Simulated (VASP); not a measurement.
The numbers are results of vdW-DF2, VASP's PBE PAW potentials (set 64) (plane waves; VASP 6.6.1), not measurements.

The input files of a VASP run:

KPOINTS:
```
K-points
0
Gamma
14 14 14
0 0 0
```

### INCAR
```
! general
SYSTEM   = Pt
PREC     = Accurate
ENCUT    = 520
LREAL    = F
LASPH    = T

! electronic loop
EDIFF    = 1E-6
NELM     = 100
ALGO     = Normal
LMAXMIX  = 6

! smearing
ISMEAR   = 1
SIGMA    = 0.1

! functional
GGA      = ML
LUSE_VDW = T
AGGAC    = 0.0
ZAB_VDW  = -1.8867

! ions
IBRION   = 2
NSW      = 60
ISIF     = 3
EDIFFG   = -0.01

! output
LWAVE    = F
LCHARG   = F
```

File POSCAR:
```
Pt
1
    0.0000000000     1.9600000000     1.9600000000
    1.9600000000     0.0000000000     1.9600000000
    1.9600000000     1.9600000000     0.0000000000
Pt
1
Direct
  0.0000000000   0.0000000000   0.0000000000
```

POTCAR, in this order: Pt (PBE.64 set). Program: vasp_std.

The resulting files:

**OUTCAR**
```
 ion  position               nearest neighbor table
   1  0.000  0.000  0.000-
  LATTYP: Found a face centered cubic cell.
 ALAT       =     3.9200000000
 Subroutine PRICEL returns:
 Original cell was already a primitive cell.
 Subroutine GETGRP returns: Found 48 space group operations
The static configuration has the point symmetry O_h .
The dynamic configuration has the point symmetry O_h .
 Subroutine INISYM returns: Found 48 space group operations
 Subroutine IBZKPT returns following result:
 Found    104 irreducible k-points:

 Following reciprocal coordinates:
            Coordinates               Weight
  0.000000  0.000000  0.000000      1.000000
  0.071429  0.000000  0.000000      8.000000
  0.142857  0.000000  0.000000      8.000000
  0.214286  0.000000  0.000000      8.000000
  0.285714  0.000000  0.000000      8.000000
  0.357143  0.000000  0.000000      8.000000
  0.428571  0.000000  0.000000      8.000000
  0.500000  0.000000  0.000000      4.000000
  0.071429  0.071429  0.000000      6.000000
  0.142857  0.071429  0.000000     24.000000
  0.214286  0.071429  0.000000     24.000000
  0.285714  0.071429  0.000000     24.000000
  0.357143  0.071429  0.000000     24.000000
  0.428571  0.071429  0.000000     24.000000
  0.500000  0.071429  0.000000     24.000000
 -0.428571  0.071429  0.000000     24.000000
 -0.357143  0.071429  0.000000     24.000000
 -0.285714  0.071429  0.000000     24.000000
 -0.214286  0.071429  0.000000     24.000000
 -0.142857  0.071429  0.000000     24.000000
 -0.071429  0.071429  0.000000     12.000000
  0.142857  0.142857  0.000000      6.000000
  0.214286  0.142857  0.000000     24.000000
  0.285714  0.142857  0.000000     24.000000
  0.357143  0.142857  0.000000     24.000000
...
```

**OSZICAR**
```
       N       E                     dE             d eps       ncg     rms          rms(c)
DAV:   1     0.410495615253E+02    0.41050E+02   -0.55339E+03  1992   0.103E+03
DAV:   2    -0.226984037338E+01   -0.43319E+02   -0.41043E+02  1967   0.188E+02
DAV:   3    -0.270713546372E+01   -0.43730E+00   -0.42667E+00  2222   0.190E+01
DAV:   4    -0.270865404536E+01   -0.15186E-02   -0.15184E-02  2167   0.119E+00
DAV:   5    -0.270866367628E+01   -0.96309E-05   -0.96305E-05  2097   0.845E-02    0.123E+01
DAV:   6    -0.243949822303E+01    0.26917E+00   -0.67240E-01  1888   0.763E+00    0.659E+00
DAV:   7    -0.240499396008E+01    0.34504E-01   -0.12352E-01  1989   0.330E+00    0.233E+00
DAV:   8    -0.240239046163E+01    0.26035E-02   -0.60646E-03  2023   0.752E-01    0.376E-01
DAV:   9    -0.240226687645E+01    0.12359E-03   -0.43948E-05  2006   0.700E-02    0.239E-02
DAV:  10    -0.240228509687E+01   -0.18220E-04   -0.33266E-05  1933   0.765E-02    0.175E-03
DAV:  11    -0.240228550817E+01   -0.41130E-06   -0.13298E-07  1462   0.408E-03
   1 F= -.24022855E+01 E0= -.24023538E+01  d E =-.240229E+01
       N       E                     dE             d eps       ncg     rms          rms(c)
DAV:   1    -0.239052225117E+02   -0.21503E+02   -0.45713E+02  1888   0.208E+02    0.650E+01
DAV:   2    -0.254535386980E+01    0.21360E+02   -0.61753E+01  1877   0.620E+01    0.290E+01
DAV:   3    -0.188528644372E+01    0.66007E+00   -0.34842E+00  1965   0.135E+01    0.223E+01
DAV:   4    -0.195912626320E+01   -0.73840E-01   -0.98010E-02  2028   0.248E+00    0.829E+00
DAV:   5    -0.195849780015E+01    0.62846E-03   -0.11002E-01  2169   0.188E+00    0.591E-01
DAV:   6    -0.195919883772E+01   -0.70104E-03   -0.30310E-03  2143   0.404E-01    0.242E-01
DAV:   7    -0.195951139356E+01   -0.31256E-03   -0.40622E-04  2029   0.177E-01    0.127E-02
DAV:   8    -0.195951194048E+01   -0.54692E-06   -0.64714E-06  2119   0.217E-02
   2 F= -.19595119E+01 E0= -.19588449E+01  d E =0.442774E+00
       N       E                     dE             d eps       ncg     rms          rms(c)
DAV:   1    -0.123593495396E+02   -0.10400E+02   -0.20407E+02  1907   0.141E+02    0.287E+01
DAV:   2    -0.292783911684E+01    0.94315E+01   -0.30725E+01  1879   0.476E+01    0.620E+00
DAV:   3    -0.257433333670E+01    0.35351E+00   -0.21010E+00  1983   0.110E+01    0.330E+00
DAV:   4    -0.260546608562E+01   -0.31133E-01   -0.33697E-02  2046   0.140E+00    0.167E+00
DAV:   5    -0.262127706770E+01   -0.15811E-01   -0.21116E-02  2191   0.800E-01    0.167E-01
DAV:   6    -0.262153510651E+01   -0.25804E-03   -0.31333E-04  2279   0.173E-01    0.463E-02
DAV:   7    -0.262152420152E+01    0.10905E-04   -0.30019E-05  1979   0.512E-02    0.105E-02
DAV:   8    -0.262152630698E+01   -0.21055E-05   -0.11792E-06  1887   0.111E-02    0.196E-03
DAV:   9    -0.262152653728E+01   -0.23029E-06   -0.71132E-07  1506   0.889E-03
   3 F= -.26215265E+01 E0= -.26215960E+01  d E =-.219241E+00
       N       E                     dE             d eps       ncg     rms          rms(c)
DAV:   1    -0.264217982905E+01   -0.20654E-01   -0.39940E-01  1910   0.653E+00    0.821E-01
DAV:   2    -0.262475835053E+01    0.17421E-01   -0.62806E-02  1884   0.212E+00    0.257E-01
DAV:   3    -0.262421849299E+01    0.53986E-03   -0.34536E-03  1967   0.461E-01    0.172E-01
DAV:   4    -0.262430043107E+01   -0.81938E-04   -0.17211E-04  2064   0.974E-02    0.135E-02
DAV:   5    -0.262429863055E+01    0.18005E-05   -0.28580E-06  1958   0.169E-02    0.249E-03
DAV:   6    -0.262429863924E+01   -0.86906E-08   -0.50163E-07  1723   0.631E-03
   4 F= -.26242986E+01 E0= -.26243744E+01  d E =-.222013E+00
       N       E                     dE             d eps       ncg     rms          rms(c)
DAV:   1    -0.262613504721E+01   -0.18364E-02   -0.37453E-02  1911   0.200E+00    0.250E-01
DAV:   2    -0.262451055995E+01    0.16245E-02   -0.58318E-03  1885   0.647E-01    0.833E-02
DAV:   3    -0.262445976682E+01    0.50793E-04   -0.32615E-04  1968   0.142E-01    0.550E-02
DAV:   4    -0.262446877111E+01   -0.90043E-05   -0.15009E-05  2063   0.288E-02    0.210E-03
DAV:   5    -0.262446863698E+01    0.13413E-06   -0.22523E-07  1146   0.451E-03
   5 F= -.26244686E+01 E0= -.26245460E+01  d E =-.222183E+00
```

### OUTCAR
```
------------------------ aborting loop because EDIFF is reached ----------------------------------------
  FORCE on cell =-STRESS in cart. coord.  units (eV):
  Direction    XX          YY          ZZ          XY          YZ          ZX
  --------------------------------------------------------------------------------------
  Total       -0.0009345     -0.0009345     -0.0009345      0.0000000     -0.0000000     -0.0000000
  in kB       -0.0863895     -0.0863895     -0.0863895      0.0000000     -0.0000000     -0.0000000
  external PRESSURE =      -0.0863895 kB  Pullay stress =       0.0000000 kB
  volume of cell :       17.33
      direct lattice vectors                 reciprocal lattice vectors
    -0.000000000  2.054021613  2.054021613    -0.243424897  0.243424897  0.243424897
     2.054021613 -0.000000000  2.054021613     0.243424897 -0.243424897  0.243424897
     2.054021613  2.054021613 -0.000000000     0.243424897  0.243424897 -0.243424897
 POSITION                                       TOTAL-FORCE (eV/Angst)
 -----------------------------------------------------------------------------------
      0.00000      0.00000      0.00000         0.000000      0.000000      0.000000
 -----------------------------------------------------------------------------------
    total drift:                                0.000000     -0.000000     -0.000000
  FREE ENERGIE OF THE ION-ELECTRON SYSTEM (eV)
  ---------------------------------------------------
  free  energy   TOTEN  =        -2.6244686370 eV

  energy  without entropy=       -2.6247006840  energy(sigma->0) =       -2.62454599

 reached required accuracy - stopping structural energy minimisation
```
(Selected blocks of OUTCAR.)

**CONTCAR**
```
Pt
   1.00000000000000
    -0.0000000000000000    2.0540216128146458    2.0540216128146458
     2.0540216128146458   -0.0000000000000000    2.0540216128146458
     2.0540216128146458    2.0540216128146458   -0.0000000000000000
  Pt
     1
Direct
     0.0000000000000000    0.0000000000000000    0.0000000000000000
```

Energy and stress use the plane-wave basis of the starting cell.

The compound is Pt in the fcc structure. This run relaxes it. Symmetry was kept, so distortions that lower it aren't found.
